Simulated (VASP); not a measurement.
These are RPBE GGA, VASP's PBE PAW potentials (set 64) (plane waves; VASP) values and carry that method's errors.

Input for VASP

### INCAR
```
# general
SYSTEM =ZrB2
PREC   =Accurate
ENCUT  =520
LREAL  =.False.
LASPH  =.True.

# electronic loop
EDIFF  =1E-7
NELM   =100
ALGO   =Normal
LMAXMIX=4

# smearing
ISMEAR =1
SIGMA  =0.1

# functional
GGA    =RP

# ions
IBRION =2
NSW    =30
ISIF   =4
EDIFFG =-0.01

# output
LWAVE  =.False.
LCHARG =.False.
```

POSCAR:
```
ZrB2
1.0
  1.5924750194  -2.7582481200   0.0000000000
  1.5924750194   2.7582481200   0.0000000000
  0.0000000000   0.0000000000   3.5649560058
Zr B
1 2
Cartesian
  0.0000000000   0.0000000000   3.5649560058
  1.5924750194   0.9194178788   1.7824780029
  1.5924750194  -0.9194178788   1.7824780029
```

KPOINTS:
```
Regular mesh
0
Gamma
  11 11 9
```

POTCAR, in this order: Zr_sv B (PBE.64 set). Program: vasp_std.

The resulting files:

OUTCAR:
```
 ion  position               nearest neighbor table
   1  0.000  0.000  0.000-   2 2.56   3 2.56   2 2.56   3 2.56   3 2.56   3 2.56   2 2.56   2 2.56
                             3 2.56   3 2.56   2 2.56   2 2.56
   2  0.333  0.667  0.500-   3 1.84   3 1.84   3 1.84   1 2.56   1 2.56   1 2.56   1 2.56   1 2.56
                             1 2.56
   3  0.667  0.333  0.500-   2 1.84   2 1.84   2 1.84   1 2.56   1 2.56   1 2.56   1 2.56   1 2.56
                             1 2.56
  LATTYP: Found a hexagonal cell.
 ALAT       =     3.1849504516
 C/A-ratio  =     1.1193128622
 Subroutine PRICEL returns:
 Original cell was already a primitive cell.
 Subroutine GETGRP returns: Found 24 space group operations
The static configuration has the point symmetry D_6h.
The dynamic configuration has the point symmetry D_6h.
 Subroutine INISYM returns: Found 24 space group operations
 Subroutine IBZKPT returns following result:
 Found     80 irreducible k-points:

 Following reciprocal coordinates:
            Coordinates               Weight
  0.000000  0.000000  0.000000      1.000000
  0.090909  0.000000  0.000000      6.000000
  0.181818 -0.000000  0.000000      6.000000
  0.272727  0.000000  0.000000      6.000000
  0.363636  0.000000  0.000000      6.000000
  0.454545  0.000000  0.000000      6.000000
  0.090909  0.090909  0.000000      6.000000
  0.181818  0.090909  0.000000     12.000000
  0.272727  0.090909  0.000000     12.000000
  0.363636  0.090909  0.000000     12.000000
  0.454545  0.090909  0.000000      6.000000
  0.181818  0.181818  0.000000      6.000000
  0.272727  0.181818  0.000000     12.000000
  0.363636  0.181818  0.000000     12.000000
  0.272727  0.272727  0.000000      6.000000
  0.363636  0.272727  0.000000      6.000000
  0.000000  0.000000  0.111111      2.000000
  0.090909  0.000000  0.111111     12.000000
  0.181818 -0.000000  0.111111     12.000000
...
```

File OSZICAR:
```
       N       E                     dE             d eps       ncg     rms          rms(c)
DAV:   1     0.113347131819E+03    0.11335E+03   -0.98738E+03  2080   0.138E+03
DAV:   2    -0.208605092140E+02   -0.13421E+03   -0.12974E+03  2460   0.338E+02
DAV:   3    -0.263500575576E+02   -0.54895E+01   -0.54226E+01  3450   0.598E+01
DAV:   4    -0.264557714599E+02   -0.10571E+00   -0.10569E+00  2636   0.777E+00
DAV:   5    -0.264579858655E+02   -0.22144E-02   -0.22143E-02  3258   0.899E-01    0.206E+01
DAV:   6    -0.239122362451E+02    0.25457E+01   -0.74396E+00  2540   0.193E+01    0.819E+00
DAV:   7    -0.238815375061E+02    0.30699E-01   -0.88535E-01  3197   0.619E+00    0.282E+00
DAV:   8    -0.238839041290E+02   -0.23666E-02   -0.96290E-02  2451   0.286E+00    0.769E-01
DAV:   9    -0.238811769227E+02    0.27272E-02   -0.17705E-02  2620   0.110E+00    0.162E-01
DAV:  10    -0.238811477747E+02    0.29148E-04   -0.10382E-03  2725   0.304E-01    0.429E-02
DAV:  11    -0.238811670848E+02   -0.19310E-04   -0.38219E-05  2851   0.771E-02    0.126E-02
DAV:  12    -0.238811668705E+02    0.21433E-06   -0.20128E-06  2641   0.146E-02    0.407E-03
DAV:  13    -0.238811668797E+02   -0.92809E-08   -0.17726E-07  2144   0.378E-03
   1 F= -.23881167E+02 E0= -.23881183E+02  d E =-.238812E+02
       N       E                     dE             d eps       ncg     rms          rms(c)
DAV:   1    -0.238813906474E+02   -0.22378E-03   -0.12050E-02  2245   0.110E+00    0.778E-02
DAV:   2    -0.238812826046E+02    0.10804E-03   -0.27407E-04  2350   0.141E-01    0.430E-02
DAV:   3    -0.238812381285E+02    0.44476E-04   -0.12385E-04  2420   0.101E-01    0.903E-03
DAV:   4    -0.238812380326E+02    0.95879E-07   -0.26793E-06  2336   0.149E-02    0.418E-03
DAV:   5    -0.238812381383E+02   -0.10570E-06   -0.11437E-07  1871   0.385E-03    0.125E-03
DAV:   6    -0.238812381892E+02   -0.50935E-07   -0.13514E-08  1245   0.135E-03
   2 F= -.23881238E+02 E0= -.23881259E+02  d E =-.713095E-04
```

OUTCAR:
```
------------------------ aborting loop because EDIFF is reached ----------------------------------------
  FORCE on cell =-STRESS in cart. coord.  units (eV):
  Direction    XX          YY          ZZ          XY          YZ          ZX
  --------------------------------------------------------------------------------------
  Total        0.0016268      0.0016268      0.0095129      0.0000000     -0.0000000      0.0000000
  in kB        0.0832232      0.0832233      0.4866700      0.0000000     -0.0000000      0.0000000
  external PRESSURE =       0.2177055 kB  Pullay stress =       0.0000000 kB
  volume of cell :       31.32
      direct lattice vectors                 reciprocal lattice vectors
     1.593495206 -2.760015135  0.000000000     0.313775654 -0.181158427 -0.000000000
     1.593495206  2.760015135 -0.000000000     0.313775654  0.181158427 -0.000000000
     0.000000000  0.000000000  3.560392760     0.000000000  0.000000000  0.280867889
 POSITION                                       TOTAL-FORCE (eV/Angst)
 -----------------------------------------------------------------------------------
      3.18699      0.00000      3.56039        -0.000000      0.000000     -0.000000
      1.59350      0.92001      1.78020        -0.000000      0.000000     -0.000000
      1.59350     -0.92001      1.78020         0.000000     -0.000000      0.000000
 -----------------------------------------------------------------------------------
    total drift:                                0.000000      0.000000     -0.000000
  FREE ENERGIE OF THE ION-ELECTRON SYSTEM (eV)
  ---------------------------------------------------
  free  energy   TOTEN  =       -23.8812381892 eV

  energy  without entropy=      -23.8813018261  energy(sigma->0) =      -23.88125940

 reached required accuracy - stopping structural energy minimisation
```
(Selected blocks of OUTCAR.)

### CONTCAR
```
ZrB2
   1.00000000000000
     1.5934952055014071   -2.7600151352392417    0.0000000000000000
     1.5934952055014071    2.7600151352392417   -0.0000000000000000
     0.0000000000000000    0.0000000000000000    3.5603927600006129
  Zr              B
     1     2
Direct
     1.0000000000000000    1.0000000000000000    1.0000000000000000
     0.3333330000000032    0.6666669999999968    0.5000000000000000
     0.6666669999999968    0.3333330000000032    0.5000000000000000
```

The compound is ZrB2 in the AlB2 type structure. This run relaxes it. Symmetry was kept, so distortions that lower it aren't found.
